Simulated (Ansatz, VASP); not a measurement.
# Cross-check of KTaSe3 (perovskite type (invented)) between VASP and Ansatz, part 2 of 2

Aim: how closely do two programs agree when they are given the same cell, functional and k mesh? The cell is generated by rule, not measured, and may not be a known phase. The cell is taken from a series of runs on this material, whose earlier steps may have relaxed, scaled, displaced or heated it; both programs get it as it stands.

VASP 6.6.1 and Ansatz 0.2.0.

So far: Set-up; VASP: relaxation of cell and atoms, PBEsol.

### Step 3. Ansatz: relaxation of cell and atoms, PBEsol

Level of this step: Ansatz beside VASP: Kohn-Sham DFT, plane waves, PBEsol (Ansatz).

Ansatz runs on its default PAW (the set named soft_2) files.

The same cell, functional, mesh and smearing now go to Ansatz, which takes its cutoff from its data sets.

Contents of input.yaml:

```yaml
crystal:
  lattice:
    - [5.0471021801, 0.0, 0.0]
    - [0.0, 5.0471021801, 0.0]
    - [0.0, 0.0, 5.0471021801]
  atoms:
    - { symbol: K, position: [0.0, 0.0, 0.0] }
    - { symbol: Ta, position: [0.5, 0.5, 0.5] }
    - { symbol: Se, position: [0.5, 0.5, 0.0] }
    - { symbol: Se, position: [0.5, 0.0, 0.5] }
    - { symbol: Se, position: [0.0, 0.5, 0.5] }
kpoints:
  mp_grid: { grid: [8, 8, 8] }
hamiltonian:
  xc: pbesol
scf:
  occupations: { method: gaussian, width: 0.1 }
output:
  forces: true
  stress: true
  eigenvalues: true
  write_density: true
  write_potential: true
  elf: true
  volumetric_format: npy
relax:
  adjacent_minimum: "off"
  f_tol: 0.005
  max_steps: 80
  cell: { stress_tol: 0.05 }
```

Run with:

```sh
$ ansatz run input.yaml --threads 4 --pin off --max-ram 9216MiB --backend cpu --events-out ev --progress --plain --runs-dir out
```

Numbers of over 12 decimals in the logs are rounded to 6 here.

Output:

```text
Engine: ansatz 0.2.0, aarch64-unknown-linux-gnu
Pseudopotentials: kind: paw
Pseudopotential: K, paw, valence charge 9, recommended cutoff 420 eV (normal), K.paw.azcp
Pseudopotential: Ta, paw, valence charge 13, recommended cutoff 420 eV (normal), Ta.paw.azcp
Pseudopotential: Se, paw, valence charge 16, recommended cutoff 420 eV (normal), Se.paw.azcp
Functional definition: PBEsol
  exchange = pbesol_x
  correlation = pbesol_c
Crystal: 5 atoms, lattice volume = 128.566 Å³
Basis set: ecut = 420 eV, 2517 PW (Γ), exchange–correlation on 72×72×72 points (8 copies of the dense FFT grid, shifted against one another)
Bands: 42, of which v1, the nominal top of the filled ones, is band 35 counted from 1 (34 counted from 0)
Symmetry: 48 space group operations
Space group: Pm-3m (ITA 221), of the structure as read, at distance tolerance 5.0e-5 Å
k-points: 35 of 512
Non-local potential: K, projectors of the file, l = 0: 3, l = 1: 2, l = 2: 2
Non-local potential: Ta, projectors of the file, l = 0: 3, l = 1: 2, l = 2: 2, l = 3: 1
Non-local potential: Se, projectors of the file, l = 0: 2, l = 1: 2, l = 2: 3, l = 3: 1
PAW form: soft (Blöchl's): semilocal exchange-correlation on the pseudo side does not see the compensation charge
PAW frozen core: K, regenerated for the run's functional, and the local potential with it (the file was generated under x = pbe(κ = 0.804, μ = 0.219515), c = pbe(β = 0.066725))
PAW frozen core: Ta, regenerated for the run's functional, and the local potential with it (the file was generated under x = pbe(κ = 0.804, μ = 0.219515), c = pbe(β = 0.066725))
PAW frozen core: Se, regenerated for the run's functional, and the local potential with it (the file was generated under x = pbe(κ = 0.804, μ = 0.219515), c = pbe(β = 0.066725))
PAW one-centre angular grid: K, 110 points (default); XC on 64 Gauss nodes
PAW one-centre angular grid: Ta, 590 points (default); XC on 64 Gauss nodes
PAW one-centre angular grid: Se, 590 points (default); XC on 64 Gauss nodes
Initial density: superposition of atomic densities (neutral atoms: chi_scale 0, normalization atom), corrected by the library's trained network
Initial wavefunctions: pseudopotential atomic-orbital guess
Functional: x = pbesol(κ = 0.804, μ = 0.123457), c = pbesol(β = 0.046)
SCF iter   1: F=—  HF=-27598.944401 eV  |F-HF|=—  |Δ(HF+E_count)|=         —  Δρ=3.67e-3  dr2=2.44e-2  ethr=1.77e-3  ⟨swp⟩=6.9  Hψ=5599  notcnv=0
preconditioner: auto → LDOS  [metal: Δε(μ)=0.062 eV  Ē_g=10.064 eV  σ=0.100 eV  W_gap=0.34  n_scr=26 (ndim 8)  ℏωp=17.9 eV  f_vac=0.053  D(μ)=3.78/eV (n_scr^D=26)  β→1.0]
SCF iter   2: F=—  HF=-27598.941686 eV  |F-HF|=—  |Δ(HF+E_count)|=   2.71e-3  Δρ=1.19e-3  dr2=1.18e-3  ethr=3.49e-5  ⟨swp⟩=2.0  Hψ=2942  notcnv=0  defer=7
SCF iter   3: F=—  HF=-27598.940913 eV  |F-HF|=—  |Δ(HF+E_count)|=   7.73e-4  Δρ=4.56e-4  dr2=4.71e-4  ethr=1.69e-6  ⟨swp⟩=2.0  Hψ=2592  notcnv=0  defer=7
SCF iter   4: F=—  HF=-27598.940716 eV  |F-HF|=—  |Δ(HF+E_count)|=   1.97e-4  Δρ=1.66e-4  dr2=3.82e-5  ethr=6.73e-7  ⟨swp⟩=2.0  Hψ=2580  notcnv=0  defer=7
SCF iter   5: F=—  HF=-27598.940720 eV  |F-HF|=—  |Δ(HF+E_count)|=   3.61e-6  Δρ=3.75e-5  dr2=2.29e-6  ethr=5.45e-8  ⟨swp⟩=3.0  Hψ=2679  notcnv=0  defer=7
SCF iter   6: F=-27598.940719 eV  HF=-27598.940719 eV  |F-HF|=4.11e-9  |Δ(HF+E_count)|=   5.21e-7  Δρ=7.57e-6  dr2=6.20e-8  ethr=1.43e-10  ⟨swp⟩=10.5  Hψ=11092  notcnv=0
SCF 1 converged in 6 iterations: F = -27598.940719 eV  dr2 = 6.20e-8
  greatest PAW one-centre occupation: 1.000 electrons in one spin orbital (limit 2), on the Se atom at site 2 (counted from 0), in its partial waves of l = 2
relax step   1: F+E_penalty+E_count = -27598.94071913 eV  Δ(F+E_penalty+E_count) = +0.000e0 eV  max|allowed force component| = 8.546e-30 eV/Å  Δτ_max = 0.0000 Å  P = -0.040 GPa  Ω = 128.566 Å³  (6 SCF iters, dr2 threshold 1.00e-7 eV, accepted)
Initial density: handed on by an earlier stage of this run
Initial wavefunctions: pseudopotential atomic-orbital guess (no wavefunctions were taken with the density)
iter 1 solved again at ethr=1.64e-7 eV; its pass at ethr=3.10e-3 eV (dr2=1.15e-4 eV) is discarded
SCF iter   1: F=—  HF=-27598.940698 eV  |F-HF|=—  |Δ(HF+E_count)|=         —  Δρ=7.63e-6  dr2=6.36e-8  ethr=1.64e-7  ⟨swp⟩=2.9  Hψ=9042  notcnv=0
eigensolver tolerance schedule: the retry pair's looser diagonalisation over-reported the residual by 1801.87 of it (diagonalisation noise at 0.11 of the residual, at the tolerance the schedule requests for it); recorded, not acted on — ethr = c·dr2/N_el stays at c = 1.0e-1
preconditioner: auto → LDOS  [metal: Δε(μ)=0.046 eV  Ē_g=10.090 eV  σ=0.100 eV  W_gap=0.25  n_scr=26 (ndim 8)  ℏωp=17.9 eV  f_vac=0.049  D(μ)=3.33/eV (n_scr^D=26)  β→1.0]
SCF iter   2: F=—  HF=-27598.940719 eV  |F-HF|=—  |Δ(HF+E_count)|=   2.07e-5  Δρ=3.96e-6  dr2=1.61e-8  ethr=9.09e-11  ⟨swp⟩=2.8  Hψ=2816  notcnv=0
SCF iter   3: F=—  HF=-27598.940719 eV  |F-HF|=—  |Δ(HF+E_count)|=   5.53e-9  Δρ=9.66e-7  dr2=8.73e-10  ethr=2.30e-11  ⟨swp⟩=2.0  Hψ=1952  notcnv=0
SCF iter   4: F=-27598.940719 eV  HF=-27598.940719 eV  |F-HF|=1.46e-11  |Δ(HF+E_count)|=  6.55e-10  Δρ=1.31e-7  dr2=1.57e-11  ethr=1.00e-12  ⟨swp⟩=4.8  Hψ=7697  notcnv=0
SCF 2 converged in 4 iterations: F = -27598.940719 eV  dr2 = 1.57e-11
  greatest PAW one-centre occupation: 1.000 electrons in one spin orbital (limit 2), on the Se atom at site 4 (counted from 0), in its partial waves of l = 2
relax step   2: F+E_penalty+E_count = -27598.94071915 eV  Δ(F+E_penalty+E_count) = -2.372e-8 eV  max|allowed force component| = 3.926e-29 eV/Å  Δτ_max = 0.0000 Å  P = -0.040 GPa  Ω = 128.566 Å³  stress off target by 4.00e-2 GPa  SCF on the basis re-selected at this cell (its energy is not comparable with the rows above)  (4 SCF iters)
basis re-selected at this cell: Δ(F+E_penalty+E_count) = -2.372e-8 eV, ΔP = +0.000 GPa vs the last step (what re-selecting the basis moved, of the pressure what is left beyond the Pulay correction that the steps carried, after the strain that the cell walked since its last selection, with what the two solves' SCF thresholds leave and, on support functions, any second-order correction that the steps lacked; it is no m [...]
SCF converged after 4 iterations
Free energy (F): -27598.940719 eV
Harris-Foulkes:  -27598.940719 eV  (|F-HF|=1.46e-11)
Internal energy: -27598.924057 eV  (E = F + TS)
E sigma→0 (E₀):  -27598.932388 eV
Entropy (-TS):   -0.016662 eV (-3.332 meV/atom)
Fermi energy:    8.332272 eV
--- Per-component energies (eV) ---
  E_band       = -1459.089077
  E_kinetic    = 976.862966
  E_local      = -9422.676824  (includes V_loc(G=0)·N_el)
  E_nonlocal   = -1749.665216
  E_hartree    = 4443.676243
  E_xc         = -661.038943
  E_vxc        = -662.532655  (∫ρ·V_xc dr)
  E_paw        = -14636.256308  (= ΣΔE_a)
  E_vpaw       = 511.571719  (= ΣTr[D̂ρ^β])
  E_aug_tail   = -0.001705  (compensation charges beyond the density's cutoff)
  E_ewald      = -6553.171153
  E_core_change = 3.346883  (= ΣΔE_core)
  E_smearing   = -0.016662  (= −TS)
  E_closure    = -0.000000  (closes the sum)
  Σ components = -27598.940719   (vs F -27598.940719, Δ=0.00e0)
--- Forces (eV/Å), atoms counted from 1 ---
  atom   1  K     -0.00000000    -0.00000000    -0.00000000
  atom   2  Ta     0.00000000     0.00000000     0.00000000
  atom   3  Se    -0.00000000    -0.00000000     0.00000000
  atom   4  Se    -0.00000000     0.00000000     0.00000000
  atom   5  Se     0.00000000     0.00000000     0.00000000
  max |Σ_I F_I| component: 4.56e-29 eV/Å
--- Stress (GPa, compression-positive) ---
       -0.039992       0.000000      -0.000000
        0.000000      -0.039992       0.000000
        0.000000       0.000000      -0.039992
  P = ⅓ Tr σ = -0.0400 GPa (-0.400 kbar)
--- Band table (eV; the first three rows and the last of 35) ---
  k-point 0: bands = [... 31 lower, 7.0724, 7.5208, 7.5208, 7.5208, 7.8185, 7.8185, 7.8185, 9.7828, ... 3 higher]
  k-point 1: bands = [... 31 lower, 6.9741, 7.1820, 7.5295, 7.5439, 7.5439, 8.3952, 8.3952, 9.7931, ... 3 higher]
  k-point 2: bands = [... 31 lower, 6.3464, 6.7594, 7.5272, 7.5272, 7.5506, 9.2563, 9.2563, 9.8122, ... 3 higher]
  k-point 34: bands = [... 31 lower, 3.8480, 8.5322, 8.5322, 8.5322, 10.5105, 10.5105, 10.5105, 11.7646, ... 3 higher]
--- Relaxed structure (1 steps of the walk, 1 accepted, 1 SCFs on fresh bases) ---
  F+E_penalty+E_count = -27598.94071915 eV   max|allowed force component| = 3.926e-29 eV/Å   (the final SCF, on the basis selected at the relaxed cell)
  cell:  # Å, volume = 128.5660 Å³
    - [5.0471021801, 0.0, 0.0]
    - [0.0, 5.0471021801, 0.0]
    - [0.0, 0.0, 5.0471021801]
  atoms:
    - { symbol: K, position: [0.0, 0.0, 0.0] }
    - { symbol: Ta, position: [0.5, 0.5, 0.5] }
    - { symbol: Se, position: [0.5, 0.5, 0.0] }
    - { symbol: Se, position: [0.5, 0.0, 0.5] }
    - { symbol: Se, position: [0.0, 0.5, 0.5] }
```

### Step 4. Differences

Known differences besides the potentials themselves: the data sets hold 70 valence electrons in Ansatz (on its default PAW (the set named soft_2) files) and 38 in VASP; the cutoff is 420 eV in Ansatz and 500 eV in VASP; Ansatz makes its cores anew for this functional, VASP keeps those of its PBE data sets; Ansatz adds a Pulay correction to the stress that steers its cell, VASP none. Total energies have different zeros and are not compared.

Compared:

| quantity | Ansatz | VASP | difference |
| --- | --- | --- | --- |
| volume (Å³) | 128.57 | 128.82 | -0.20 % |
| edge a after relaxation, in the typed setting (Å) | 5.047 | 5.051 | -0.07 % |

### Step 5. What came out

```yaml
difference_in_volume_relaxation_of_cell_and_atoms_pbesol: -0.20 %
```

What this shows: The difference in volume is -0.20 % (relaxation of cell and atoms, PBEsol), within the 1.2 % picked in this series as the mark of a large difference, as far as the stopping tolerances let one tell. The data sets hold unlike numbers of valence electrons (70 in Ansatz and 38 in VASP), so part of the differences comes from the potentials. 1 further run of this series is not shown here. How closely two codes agree says nothing of how well the functional describes the real material.

[Lines on the potential files, build, host, timing and source positions are cut from VASP's logs without a mark.]

[Logs are printed without paths, hosts, clocks, repeated set-up lines and the standing remarks that a program may print on its own settings, such as how far it seeks lower states.]

[Hosts, paths, dates, database ids (printed as entryN), source tags and the programs' standing remarks are cut or masked in the printed files.]
